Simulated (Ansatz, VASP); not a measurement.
# W10O (W(100)-(2x1)-O, hollow site): VASP beside Ansatz, part 2 of 3

One calculation is typed for both programs; each brings its own data sets. How far apart do they land? Of the first pair: The structure shown is the start of the Ansatz relaxation below; VASP solves that cell, so the two are compared at the walk's first step.

VASP 6.6.1 and Ansatz 0.2.0.

So far: Starting point; Ansatz: relaxation, PBE.

## Step 3: VASP: single point, PBE, start cell, pair 1

Level of this step: PBE, no spin polarisation; plane waves and PAW (W, O) (VASP).

The same cell, functional, mesh and smearing now go to VASP, with its own data sets.

Lines of VASP's logs that name or quote its potential files are left out, and so is its time.

File INCAR:

```
SYSTEM = W10O
PREC = Accurate
ENCUT = 520
EDIFF = 1E-06
NELM = 120
ISMEAR = -1
SIGMA = 0.1
LREAL = .FALSE.
ALGO = Normal
GGA = PE
NBANDS = 44
LASPH = .TRUE.
LORBIT = 11
LWAVE = .FALSE.
LCHARG = .FALSE.
ISIF = 2
LDIPOL = .TRUE.
IDIPOL = 3
DIPOL = 0.5 0.5 0.502
LVHAR = .TRUE.
GGA_COMPAT = .FALSE.
NELMDL = -8
KPAR = 2
```

File POSCAR:

```
W10O
1.0
    6.3200000000      0.0000000000      0.0000000000
    0.0000000000      3.1600000000      0.0000000000
    0.0000000000      0.0000000000     23.9630676481
W O
10 1
Direct
    0.0000000000      0.0000000000      0.3547125153
    0.5000000000      0.0000000000      0.3547125153
    0.2500000000      0.5000000000      0.4206473123
    0.7500000000      0.5000000000      0.4206473123
    0.0000000000      0.0000000000      0.4865821092
    0.5000000000      0.0000000000      0.4865821092
    0.2500000000      0.5000000000      0.5525169062
    0.7500000000      0.5000000000      0.5525169062
    0.0000000000      0.0000000000      0.6184517032
    0.5000000000      0.0000000000      0.6184517032
    0.2500000000      0.5000000000      0.6452874994
```

File KPOINTS:

```
Automatic mesh
0
Gamma
5 9 1
0 0 0
```

PAW data sets: W and O (PBE family, release 64).

On the command line:

```bash
$ mpirun -np 2 vasp_std
```

Numbers of over 12 decimals in the logs are rounded to 6 here.

The log of the run:

```text
[banner, memory and clock lines left out]
running    2 mpi-ranks, on    1 nodes
 distrk:  each k-point on    1 cores,    2 groups
 distr:  one band on    1 cores,    1 groups

 POSCAR found type information on POSCAR W O
 POSCAR found :  2 types and      11 ions
 LDA part: xc-table for (Slater+PW92), standard interpolation
 POSCAR, INCAR and KPOINTS ok, starting setup
 FFT: planning ... GRIDC
 FFT: planning ... GRID_SOFT
 FFT: planning ... GRID
 WAVECAR not read
 entering main loop
       N       E                     dE             d eps       ncg     rms          rms(c)
DAV:   1     0.382525847896E+03    0.38253E+03   -0.24562E+04  1320   0.119E+03
DAV:   2    -0.785011117678E+02   -0.46103E+03   -0.43348E+03  1864   0.265E+02
DAV:   3    -0.134986695278E+03   -0.56486E+02   -0.54571E+02  1604   0.908E+01
DAV:   4    -0.139314538357E+03   -0.43278E+01   -0.42008E+01  2140   0.216E+01
DAV:   5    -0.139482260892E+03   -0.16772E+00   -0.16431E+00  1968   0.412E+00
DAV:   6    -0.139494745391E+03   -0.12484E-01   -0.12354E-01  2296   0.873E-01
DAV:   7    -0.139495387219E+03   -0.64183E-03   -0.63572E-03  2032   0.158E-01
DAV:   8    -0.139495458468E+03   -0.71249E-04   -0.70518E-04  2288   0.311E-02    0.587E+01
DAV:   9    -0.136817075715E+03    0.26784E+01   -0.98412E+01  2120   0.304E+01    0.319E+01
DAV:  10    -0.278315253829E+03   -0.14150E+03   -0.11635E+03  2536   0.118E+02    0.459E+01
DAV:  11    -0.142836246349E+03    0.13548E+03   -0.10127E+03  2484   0.901E+01    0.266E+01
DAV:  12    -0.128286819924E+03    0.14549E+02   -0.28407E+02  2244   0.620E+01    0.154E+01
DAV:  13    -0.128865767688E+03   -0.57895E+00   -0.55706E+01  2080   0.258E+01    0.884E+00
DAV:  14    -0.128700814112E+03    0.16495E+00   -0.74845E+00  2168   0.970E+00    0.697E+00
[...]
DAV:  31    -0.128090463968E+03   -0.11848E-04   -0.12953E-05  1896   0.164E-02    0.491E-03
DAV:  32    -0.128090477236E+03   -0.13268E-04   -0.13690E-05  2040   0.145E-02    0.141E-02
DAV:  33    -0.128090479260E+03   -0.20233E-05   -0.77356E-06  1768   0.123E-02    0.315E-03
DAV:  34    -0.128090480867E+03   -0.16072E-05   -0.12809E-06  1040   0.505E-03    0.220E-03
DAV:  35    -0.128090482861E+03   -0.19942E-05   -0.41987E-07   968   0.272E-03    0.188E-03
DAV:  36    -0.128090485809E+03   -0.29483E-05   -0.48043E-07   968   0.309E-03    0.167E-03
DAV:  37    -0.128090488583E+03   -0.27736E-05   -0.42049E-07  1024   0.310E-03    0.157E-03
DAV:  38    -0.128090489580E+03   -0.99685E-06   -0.10226E-07   880   0.153E-03
   1 F= -.12809049E+03 E0= -.12793090E+03  d E =-.319179E+00
```

From OUTCAR (step 3):

```text
ion  position               nearest neighbor table
   1  0.000  0.000  0.355-   3 2.74   4 2.74   3 2.74   4 2.74   5 3.16   2 3.16   2 3.16
   2  0.500  0.000  0.355-   3 2.74   4 2.74   3 2.74   4 2.74   6 3.16   1 3.16   1 3.16
   3  0.250  0.500  0.421-   5 2.74   6 2.74   5 2.74   6 2.74   1 2.74   2 2.74   1 2.74   2 2.74
                             7 3.16   4 3.16   4 3.16
   4  0.750  0.500  0.421-   5 2.74   6 2.74   5 2.74   6 2.74   1 2.74   2 2.74   1 2.74   2 2.74
                             8 3.16   3 3.16   3 3.16
   5  0.000  0.000  0.487-   3 2.74   4 2.74   3 2.74   4 2.74   7 2.74   8 2.74   7 2.74   8 2.74
                             1 3.16   6 3.16   6 3.16   9 3.16
   6  0.500  0.000  0.487-   3 2.74   4 2.74   3 2.74   4 2.74   7 2.74   8 2.74   7 2.74   8 2.74
                             2 3.16   5 3.16   5 3.16  10 3.16
   7  0.250  0.500  0.553-  11 2.22   6 2.74   5 2.74   5 2.74   6 2.74  10 2.74   9 2.74   9 2.74
                            10 2.74   3 3.16   8 3.16   8 3.16
   8  0.750  0.500  0.553-   5 2.74   6 2.74   5 2.74   6 2.74   9 2.74  10 2.74   9 2.74  10 2.74
                             4 3.16   7 3.16   7 3.16
   9  0.000  0.000  0.618-  11 2.33  11 2.33   7 2.74   7 2.74   8 2.74   8 2.74  10 3.16  10 3.16
                             5 3.16
  10  0.500  0.000  0.618-  11 2.33  11 2.33   7 2.74   7 2.74   8 2.74   8 2.74   9 3.16   9 3.16
                             6 3.16
  11  0.250  0.500  0.645-   7 2.22   9 2.33  10 2.33   9 2.33  10 2.33

  LATTYP: Found a simple orthorhombic cell.
 ALAT       =     3.1600000000
 B/A-ratio  =     2.0000000000
 C/A-ratio  =     7.5832492557

 Subroutine GETGRP returns: Found  4 space group operations
 (whereof  2 operations were pure point group operations)

The static configuration has the point symmetry C_1h.
 The point group associated with its full space group is C_2v.

 Found     15 irreducible k-points:

   k-points           NKPTS =     15   k-points in BZ     NKDIM =     15   number of bands    NBANDS=     44

   dimension x,y,z NGX =    48 NGY =   24 NGZ =  180
   dimension x,y,z NGXF=    96 NGYF=   48 NGZF=  360

   ENCUT  =  520.0 eV  38.22 Ry    6.18 a.u.  11.75  5.88 44.56*2*pi/ulx,y,z

   NELECT =      66.0000    total number of electrons

 k-points in reciprocal lattice and weights: Automatic mesh
   0.00000000  0.00000000  0.00000000       0.022
   0.20000000  0.00000000  0.00000000       0.044
   0.40000000  0.00000000  0.00000000       0.044
   0.00000000  0.11111111  0.00000000       0.044
   0.20000000  0.11111111  0.00000000       0.089
   0.40000000  0.11111111  0.00000000       0.089
   0.00000000  0.22222222  0.00000000       0.044
   0.20000000  0.22222222  0.00000000       0.089
   0.40000000  0.22222222  0.00000000       0.089
[...]
0.20000000  0.44444444  0.00000000       0.089
   0.40000000  0.44444444  0.00000000       0.089

 dipolmoment           0.000000      0.000000     -0.059945 electrons x Angstroem

 average (electrostatic) potential at core
       1 -45.5143       2 -45.5143       3 -45.4555       4 -45.4228       5 -45.6713
       6 -45.6713       7 -45.7561       8 -45.5497       9 -46.1725      10 -46.1725
      11 -77.4487

 E-fermi :   0.1795

 k-point     1 :       0.0000    0.0000    0.0000
  band No.  band energies     occupation
    ...
     32      -0.2399      1.97028
     33      -0.1119      1.89708
     34       0.0714      1.49361
     35       0.1487      1.15291
     36       0.2282      0.76139
     37       0.5903      0.03235
     38       0.6772      0.01371
     39       0.7457      0.00693
     40       0.7852      0.00467
     41       1.3897      0.00001
    ...

 k-point     2 :       0.2000    0.0000    0.0000
  band No.  band energies     occupation
    ...
     31      -0.4536      1.99645
     32      -0.3134      1.98564
     33      -0.2666      1.97717
     34       0.0177      1.66912
     35       0.1303      1.24136
     36       0.4845      0.09048
     37       0.5792      0.03609
     38       0.6183      0.02455
     39       0.8313      0.00295
     40       0.8641      0.00213
    ...

 k-point     3 :       0.4000    0.0000    0.0000
  band No.  band energies     occupation
    ...
     30      -0.6907      1.99967
     31      -0.6754      1.99961
     32      -0.6579      1.99954
     33      -0.3805      1.99264
     34       0.0278      1.64030
     35       0.4581      0.11623
     36       0.5590      0.04398
     37       0.5905      0.03228
     38       0.7339      0.00779
     39       0.8906      0.00163
    ...

  Total      -16.5547241    -15.5993899     -7.7529357      0.0000000      0.0000000      0.0000000
  in kB      -55.4224800    -52.2241788    -25.9555473      0.0000000      0.0000000      0.0000000
  external PRESSURE =     -44.5340687 kB  Pullay stress =       0.0000000 kB

  energy-cutoff  :      520.00
  volume of cell :      478.57
      direct lattice vectors                 reciprocal lattice vectors
     6.320000000  0.000000000  0.000000000     0.158227848  0.000000000  0.000000000
     0.000000000  3.160000000  0.000000000     0.000000000  0.316455696  0.000000000
     0.000000000  0.000000000 23.963067648     0.000000000  0.000000000  0.041730884

 POSITION                                       TOTAL-FORCE (eV/Angst)
 -----------------------------------------------------------------------------------
      0.00000      0.00000      8.50000        -0.093341      0.000000      1.499764
      3.16000      0.00000      8.50000         0.093341      0.000000      1.499764
      1.58000      1.58000     10.08000         0.000000      0.000000     -1.274456
      4.74000      1.58000     10.08000         0.000000      0.000000     -1.797531
      0.00000      0.00000     11.66000         0.047987      0.000000      0.015824
      3.16000      0.00000     11.66000        -0.047987      0.000000      0.015824
      1.58000      1.58000     13.24000         0.000000      0.000000      0.568432
      4.74000      1.58000     13.24000         0.000000      0.000000      1.437001
      0.00000      0.00000     14.82000        -0.315534      0.000000     -0.999677
      3.16000      0.00000     14.82000         0.315534      0.000000     -0.999677
      1.58000      1.58000     15.46307         0.000000      0.000000      0.034732
 -----------------------------------------------------------------------------------
    total drift:                                0.000000      0.000000      0.000318

  FREE ENERGIE OF THE ION-ELECTRON SYSTEM (eV)
  ---------------------------------------------------
  free  energy   TOTEN  =      -128.0904895797 eV

  energy  without entropy=     -127.7713106190  energy(sigma->0) =     -127.93090010

 vacuum level on the upper side and lower side of the slab         3.909         4.452

 total charge
# of ion       s       p       d       tot
------------------------------------------
    1        0.632   0.391   3.982   5.006
    2        0.632   0.391   3.982   5.006
    3        0.684   0.694   4.154   5.532
    4        0.683   0.691   4.158   5.533
    5        0.676   0.704   4.170   5.550
    6        0.676   0.704   4.170   5.550
    7        0.655   0.698   4.243   5.597
    8        0.688   0.700   4.165   5.552
    9        0.586   0.446   4.011   5.043
   10        0.586   0.446   4.011   5.043
   11        1.570   3.347   0.000   4.917
--------------------------------------------------
tot          8.070   9.212  41.047  58.329

[... 3 further parts left out ...]
```

This run has no spin polarisation, so a moment on W, if there is one, isn't seen. The data set W keeps the semicore shell frozen, which is cheaper and a little less accurate.

## Step 4: Side by side

Known differences besides the potentials themselves: the data sets hold 146 valence electrons in Ansatz (on its default PAW (the set named soft_2) files) and 66 in VASP; the cutoff is 420 eV in Ansatz and 520 eV in VASP. Total energies have different zeros and are not compared.

Forces on 7 of the 11 atoms, those with the largest forces and the largest differences (eV/Å; atoms numbered as in POSCAR):

```csv
atom,"Ansatz x, y, z","VASP x, y, z"
W1,"-0.094, 0.000, 1.267","-0.093, 0.000, 1.500"
W2,"0.094, 0.000, 1.267","0.093, 0.000, 1.500"
W3,"0.000, 0.000, -1.257","0.000, 0.000, -1.274"
W4,"0.000, 0.000, -1.781","0.000, 0.000, -1.798"
W8,"0.000, 0.000, 1.397","0.000, 0.000, 1.437"
W9,"-0.317, 0.000, -0.786","-0.316, 0.000, -1.000"
W10,"0.317, 0.000, -0.786","0.316, 0.000, -1.000"
```

The forces differ by 78 meV/Å r.m.s., which is 12.1 % of the r.m.s. force of 0.650 eV/Å (both taken over all components). With vacuum in the cell, a pressure given here is an average over mostly empty space and none of the material.

## Step 5: Further runs

Further runs change the set-up of one program: Ansatz's method, potentials or start, or VASP's data sets, cutoff or form of LDA. The table gives that difference for each run.

```csv
run,r.m.s. force difference (meV/Å)
as above,78
VASP with the data sets W_sv and O,24
```

## Step 6: Ansatz: relaxation, PBE

This run makes the geometry at which the two programs are then compared.

The structure compared here is the end of the Ansatz relaxation.

File input.yaml:

```yaml
crystal:
  lattice:
    - [6.32, 0.0, 0.0]
    - [0.0, 3.16, 0.0]
    - [0.0, 0.0, 23.9630676481]
  atoms:
    - { symbol: W, position: [0.0, 0.0, 0.3547125153] }
    - { symbol: W, position: [0.5, 0.0, 0.3547125153] }
    - { symbol: W, position: [0.25, 0.5, 0.4206473123] }
    - { symbol: W, position: [0.75, 0.5, 0.4206473123] }
    - { symbol: W, position: [0.0, 0.0, 0.4865821092] }
    - { symbol: W, position: [0.5, 0.0, 0.4865821092] }
    - { symbol: W, position: [0.25, 0.5, 0.5525169062] }
    - { symbol: W, position: [0.75, 0.5, 0.5525169062] }
    - { symbol: W, position: [0.0, 0.0, 0.6184517032] }
    - { symbol: W, position: [0.5, 0.0, 0.6184517032] }
    - { symbol: O, position: [0.25, 0.5, 0.6452874847] }
kpoints:
  mp_grid: { grid: [5, 9, 1] }
hamiltonian:
  xc: pbe
scf:
  occupations: { method: fermi_dirac, width: 0.1 }
  convergence: { dr2_threshold: 1.0e-08 }
efield:
  axis: 3
  dipole_correction: true
  ramp_position: 0.97
  ramp_width: 0.06
relax:
  f_tol: 0.015
  max_steps: 90
  constraints: [{ sites: [0, 1, 2, 3] }]
output:
  write_potential: true
  write_density: true
  volumetric_format: npy
```

On the command line:

```bash
$ ansatz run input.yaml --threads 4 --pin off --max-ram 6144MiB --backend cpu --events-out ev --progress --plain --runs-dir out
```

The log of the run:

```text
[...]
Crystal: 11 atoms, lattice volume = 478.571 Å³
Basis set: ecut = 420 eV, 9371 PW (Γ), exchange–correlation on 90×48×324 points (8 copies of the dense FFT grid, shifted against one another)
Bands: 88, of which v1, the nominal top of the filled ones, is band 73 counted from 1 (72 counted from 0)
Symmetry: 4 space group operations
[...]
- { symbol: W, position: [0.00236454, 0.0, 0.487648] }
    - { symbol: W, position: [0.497635, 0.0, 0.487648] }
    - { symbol: W, position: [0.250000, 0.500000, 0.553874] }
    - { symbol: W, position: [0.75, 0.500000, 0.553939] }
    - { symbol: W, position: [-0.028837, 0.0, 0.619410] }
    - { symbol: W, position: [0.528837, 0.0, 0.619410] }
    - { symbol: O, position: [0.250000, 0.500000, 0.641594] }
[key lines of the parts left out:]
SCF converged after 8 iterations
Free energy (F): -104406.305361 eV
Fermi energy:    5.020266 eV
Dipole field:    D = 0.006911 V/Å  (p = 0.018278 e·Å, saw-weighted, corrected)
Work function:   Φ+ = 4.0641 eV   Φ− = 4.2297 eV
```

## Step 7: VASP: single point, PBE, relaxed cell, pair 2

The same cell, functional, mesh and smearing now go to VASP, with its own data sets.

INCAR is that of step 3.

File POSCAR:

```
W10O
1.0
    6.3200000000      0.0000000000      0.0000000000
    0.0000000000      3.1600000000      0.0000000000
    0.0000000000      0.0000000000     23.9630676481
W O
10 1
Direct
    0.0000000000      0.0000000000      0.3547125153
    0.5000000000      0.0000000000      0.3547125153
    0.2500000000      0.5000000000      0.4206473123
    0.7500000000      0.5000000000      0.4206473123
    0.0023645378      0.0000000000      0.4876479440
    0.4976354622      0.0000000000      0.4876479440
    0.2500000000      0.5000000000      0.5538737729
    0.7500000000      0.5000000000      0.5539385637
    0.9711632572      0.0000000000      0.6194098296
    0.5288367428      0.0000000000      0.6194098296
    0.2500000000      0.5000000000      0.6415944699
```

KPOINTS is that of step 3.

On the command line:

```bash
$ mpirun -np 2 vasp_std
```

The log of the run:

```text
[... set-up lines as in an earlier step ...]
 entering main loop
       N       E                     dE             d eps       ncg     rms          rms(c)
DAV:   1     0.381885571590E+03    0.38189E+03   -0.24555E+04  1320   0.119E+03
DAV:   2    -0.791261301001E+02   -0.46101E+03   -0.43324E+03  1872   0.264E+02
DAV:   3    -0.135241269397E+03   -0.56115E+02   -0.54188E+02  1592   0.909E+01
DAV:   4    -0.139488033123E+03   -0.42468E+01   -0.41365E+01  2160   0.213E+01
[...]
DAV:  31    -0.128231518489E+03   -0.39878E-05   -0.69672E-07  1008   0.299E-03    0.264E-03
DAV:  32    -0.128231519666E+03   -0.11772E-05   -0.44141E-07   920   0.246E-03    0.172E-03
DAV:  33    -0.128231520147E+03   -0.48121E-06   -0.20638E-07   840   0.196E-03
   1 F= -.12823152E+03 E0= -.12807369E+03  d E =-.315669E+00
```

Parts of OUTCAR (step 7):

```text
  Total      -16.7883187    -15.0998467     -7.3005963      0.0000000      0.0000000      0.0000000
  in kB      -56.2045162    -50.5517909    -24.4411899      0.0000000      0.0000000      0.0000000
  external PRESSURE =     -43.7324990 kB  Pullay stress =       0.0000000 kB

 POSITION                                       TOTAL-FORCE (eV/Angst)
 -----------------------------------------------------------------------------------
      0.00000      0.00000      8.50000        -0.082726      0.000000      1.606491
      3.16000      0.00000      8.50000         0.082726      0.000000      1.606491
      1.58000      1.58000     10.08000         0.000000      0.000000     -1.212755
      4.74000      1.58000     10.08000         0.000000      0.000000     -1.591575
      0.01494      0.00000     11.68554         0.028012      0.000000      0.009491
      3.14506      0.00000     11.68554        -0.028012      0.000000      0.009491
      1.58000      1.58000     13.27251         0.000000      0.000000     -0.146349
      4.74000      1.58000     13.27407         0.000000      0.000000      0.220212
      6.13775      0.00000     14.84296        -0.166089      0.000000     -0.250224
      3.34225      0.00000     14.84296         0.166089      0.000000     -0.250224
      1.58000      1.58000     15.37457         0.000000      0.000000     -0.001049
 -----------------------------------------------------------------------------------
    total drift:                                0.000000      0.000000      0.000510

  FREE ENERGIE OF THE ION-ELECTRON SYSTEM (eV)
  ---------------------------------------------------
  free  energy   TOTEN  =      -128.2315201472 eV

  energy  without entropy=     -127.9158514751  energy(sigma->0) =     -128.07368581

[... 2 parts as in an earlier step ...]

[... 1 further part left out ...]
[key lines of the parts left out:]
E-fermi :   0.0461
```

## Step 8: Side by side

What differs besides the data sets and the points named for the pairs above, as far as they apply: the data sets hold 146 valence electrons in Ansatz (on its default PAW (the set named soft_2) files) and 66 in VASP. Total energies have different zeros and are not compared.

The two programs side by side:

```csv
quantity,Ansatz,VASP,difference
"work function, lower of the two faces (eV)",4.06,4.08,-0.02
"work function, higher of the two faces (eV)",4.23,4.25,-0.02
```

Forces on 7 of the 11 atoms, those with the largest forces and the largest differences (eV/Å; atoms numbered as in POSCAR):

```csv
atom,"Ansatz x, y, z","VASP x, y, z"
W1,"-0.081, 0.000, 1.373","-0.083, 0.000, 1.606"
W2,"0.081, 0.000, 1.373","0.083, 0.000, 1.606"
W3,"0.000, 0.000, -1.199","0.000, 0.000, -1.213"
W4,"0.000, 0.000, -1.551","0.000, 0.000, -1.592"
W8,"0.000, 0.000, 0.005","0.000, 0.000, 0.220"
W9,"-0.015, 0.000, -0.002","-0.166, 0.000, -0.250"
W10,"0.015, 0.000, -0.002","0.166, 0.000, -0.250"
```

The forces differ by 103 meV/Å r.m.s., which is 19.2 % of the r.m.s. force of 0.535 eV/Å (both taken over all components). With vacuum in the cell, a pressure given here is an average over mostly empty space and none of the material.

(Part 2 of 3 ends here.)

[Lines on the potential files, build, host, timing and source positions are cut from VASP's logs without a mark.]

[Logs are printed without paths, hosts, clocks, repeated set-up lines and the standing remarks that a program may print on its own settings, such as how far it seeks lower states.]

[Hosts, paths, dates, database ids (printed as entryN), source tags and the programs' standing remarks are cut or masked in the printed files.]
